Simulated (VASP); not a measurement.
Consider the following.

```
CELL_PARAMETERS angstrom
      0.00000     2.71550     2.71550
      2.71550     0.00000     2.71550
      2.71550     2.71550     0.00000
ATOMIC_POSITIONS crystal
  Si 0.00000 0.00000 0.00000
  Si 0.25000 0.25000 0.25000
```

All values below come from PBE GGA, VASP's PBE PAW potentials (set 64) (plane waves; VASP). Numerical set-up: 400 eV cut-off, 8×8×8 Γ-centred mesh, Gaussian smearing of 0.050 eV, potentials Si.

Question: Estimate the energy per atom (σ→0), pressure.

Answer: 
```yaml
energy per atom (σ→0): -5.420 eV/atom
pressure: 1.93 GPa
```

Only differences to runs with the same potentials and settings are physical.

The compound is Si in the diamond structure. The cell was not relaxed at this level.
